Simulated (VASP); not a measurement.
Method: PBE GGA, VASP's PBE PAW potentials (set 64) (plane waves; VASP).

Input for VASP

POSCAR:
```
Gd
1
    1.7840020000    -3.0654930000     0.0000000000
    1.7840020000     3.0654930000     0.0000000000
    0.0000000000     0.0000000000     5.8312260000
Gd
2
Direct
  0.3333330000   0.6666670000   0.2500000000
  0.6920380000   0.3587040000   0.7500000000
```

KPOINTS:
```
Automatic mesh
0
Monkhorst-Pack
8 8 4
0 0 0
```

INCAR:
```
SYSTEM  =  Gd
PREC  =  Accurate; ENCUT  =  400; LREAL  =  F
LASPH  =  T
EDIFF  =  1E-6; NELM  =  100; ALGO  =  Normal
LMAXMIX  =  6
ISMEAR  =  1; SIGMA  =  0.1
GGA  =  PE
ISIF  =  2
LWAVE  =  F; LCHARG  =  F
```

POTCAR, in this order: Gd_3 (PBE.64 set). Program: vasp_std.

Output of the run:

File OUTCAR:
```
 ion  position               nearest neighbor table
   1  0.333  0.667  0.250-   2 3.52   2 3.52   2 3.56   2 3.56   2 3.61   2 3.61
   2  0.692  0.359  0.750-   1 3.52   1 3.52   1 3.56   1 3.56   1 3.61   1 3.61
  LATTYP: Found a base centered orthorhombic cell.
 ALAT       =     3.5680040000
 B/A-ratio  =     1.7183237463
 C/A-ratio  =     1.6343103875
 Subroutine PRICEL returns:
 Original cell was already a primitive cell.
 Subroutine GETGRP returns: Found  4 space group operations
The static configuration has the point symmetry C_1 .
 The point group associated with its full space group is C_2h.
The dynamic configuration has the point symmetry C_1 .
 Subroutine INISYM returns: Found  4 space group operations
 Subroutine IBZKPT returns following result:
 Found     64 irreducible k-points:

 Following reciprocal coordinates:
            Coordinates               Weight
  0.062500  0.062500  0.125000      4.000000
  0.187500  0.062500  0.125000      4.000000
  0.062500  0.187500 -0.125000      4.000000
  0.312500  0.062500  0.125000      4.000000
  0.062500  0.312500 -0.125000      4.000000
  0.437500  0.062500  0.125000      4.000000
  0.062500  0.437500 -0.125000      4.000000
 -0.437500  0.062500  0.125000      4.000000
  0.062500 -0.437500 -0.125000      4.000000
 -0.312500  0.062500  0.125000      4.000000
  0.062500 -0.312500 -0.125000      4.000000
 -0.187500  0.062500  0.125000      4.000000
  0.062500 -0.187500 -0.125000      4.000000
 -0.062500  0.062500  0.125000      4.000000
  0.187500  0.187500  0.125000      4.000000
  0.312500  0.187500  0.125000      4.000000
  0.187500  0.312500 -0.125000      4.000000
  0.437500  0.187500  0.125000      4.000000
  0.187500  0.437500 -0.125000      4.000000
 -0.437500  0.187500  0.125000      4.000000
  0.187500 -0.437500 -0.125000      4.000000
 -0.312500  0.187500  0.125000      4.000000
  0.187500 -0.312500 -0.125000      4.000000
 -0.187500  0.187500  0.125000      4.000000
  0.312500  0.312500  0.125000      4.000000
  0.437500  0.312500  0.125000      4.000000
  0.312500  0.437500 -0.125000      4.000000
 -0.437500  0.312500  0.125000      4.000000
  0.312500 -0.437500 -0.125000      4.000000
 -0.312500  0.312500  0.125000      4.000000
  0.437500  0.437500  0.125000      4.000000
 -0.437500  0.437500  0.125000      4.000000
  0.062500  0.062500  0.375000      4.000000
  0.187500  0.062500  0.375000      4.000000
  0.062500  0.187500 -0.375000      4.000000
  0.312500  0.062500  0.375000      4.000000
  0.062500  0.312500 -0.375000      4.000000
  0.437500  0.062500  0.375000      4.000000
  0.062500  0.437500 -0.375000      4.000000
 -0.437500  0.062500  0.375000      4.000000
   k-points           NKPTS =     64   k-points in BZ     NKDIM =     64   number of bands    NBANDS=     13
   number of dos      NEDOS =    301   number of ions     NIONS =      2
   total plane-waves  NPLWV =  23040
   dimension x,y,z NGX =    24 NGY =   24 NGZ =   40
   dimension x,y,z NGXF=    48 NGYF=   48 NGZF=   80
   ions per type =               2
   PREC   = accura    normal or accurate (medium, high low for compatibility)
   ISTART =      0    job   : 0-new  1-cont  2-samecut
   ICHARG =      2    charge: 1-file 2-atom 10-const
   ISPIN  =      1    spin polarized calculation?
   LNONCOLLINEAR =      F non collinear calculations
   LSORBIT =      F    spin-orbit coupling
   INIWAV =      1    electr: 0-lowe 1-rand  2-diag
   ENCUT  =  400.0 eV  29.40 Ry    5.42 a.u.   5.78  5.78  9.51*2*pi/ulx,y,z
   NELM   =    100;   NELMIN=  2; NELMDL= -5     # of ELM steps
   EDIFF  = 0.1E-05   stopping-criterion for ELM
...
```

OSZICAR:
```
       N       E                     dE             d eps       ncg     rms          rms(c)
DAV:   1     0.344500539193E+02    0.34450E+02   -0.78329E+03  1672   0.101E+03
DAV:   2    -0.771725721999E+01   -0.42167E+02   -0.41176E+02  1899   0.209E+02
DAV:   3    -0.911087244611E+01   -0.13936E+01   -0.13351E+01  2222   0.248E+01
DAV:   4    -0.913789746648E+01   -0.27025E-01   -0.26911E-01  1979   0.359E+00
DAV:   5    -0.913875607089E+01   -0.85860E-03   -0.85849E-03  2532   0.470E-01    0.225E+01
DAV:   6    -0.914221679911E+01   -0.34607E-02   -0.19876E-02  1864   0.114E+00    0.135E+01
DAV:   7    -0.915172919137E+01   -0.95124E-02   -0.35611E-02  1824   0.152E+00    0.209E-01
DAV:   8    -0.915139532317E+01    0.33387E-03   -0.20410E-03  1939   0.339E-01    0.546E-02
DAV:   9    -0.915140143787E+01   -0.61147E-05   -0.19600E-04  2127   0.104E-01    0.311E-02
DAV:  10    -0.915139672488E+01    0.47130E-05   -0.28482E-05  1934   0.378E-02    0.393E-02
DAV:  11    -0.915139788940E+01   -0.11645E-05   -0.42846E-06  1924   0.147E-02    0.125E-03
DAV:  12    -0.915139811251E+01   -0.22311E-06   -0.27502E-07  1052   0.418E-03
   1 F= -.91513981E+01 E0= -.91518753E+01  d E =0.143153E-02
```

OUTCAR:
```
------------------------ aborting loop because EDIFF is reached ----------------------------------------
  FORCE on cell =-STRESS in cart. coord.  units (eV):
  Direction    XX          YY          ZZ          XY          YZ          ZX
  --------------------------------------------------------------------------------------
  Total        0.6632067      0.7104338     -0.2414263     -0.1034411      0.0000000      0.0000000
  in kB       16.6599588     17.8463194     -6.0647035     -2.5984722      0.0000000      0.0000000
  external PRESSURE =       9.4805249 kB  Pullay stress =       0.0000000 kB
  volume of cell :       63.78
      direct lattice vectors                 reciprocal lattice vectors
     1.784002000 -3.065493000  0.000000000     0.280268744 -0.163105902  0.000000000
     1.784002000  3.065493000  0.000000000     0.280268744  0.163105902  0.000000000
     0.000000000  0.000000000  5.831226000     0.000000000  0.000000000  0.171490524
 POSITION                                       TOTAL-FORCE (eV/Angst)
 -----------------------------------------------------------------------------------
      1.78400      1.02183      1.45781         0.086946      0.005351     -0.000000
      1.87453     -1.02183      4.37342        -0.086946     -0.005351      0.000000
 -----------------------------------------------------------------------------------
    total drift:                                0.000004     -0.000000      0.000000
  FREE ENERGIE OF THE ION-ELECTRON SYSTEM (eV)
  ---------------------------------------------------
  free  energy   TOTEN  =        -9.1513981125 eV

  energy  without entropy=       -9.1528296423  energy(sigma->0) =       -9.15187529
```
(Selected blocks of OUTCAR.)

The 4f electrons are frozen in the core of the lanthanide potential, so 4f levels, which can set the real gap, and their magnetism are missing.

The compound is Gd in the hcp structure. The cell was not relaxed at this level, atoms are displaced from their ideal sites. The run is one of a series of settings (KPOINTS 8×8×4 Monkhorst-Pack mesh against the base run), some of them coarse on purpose.
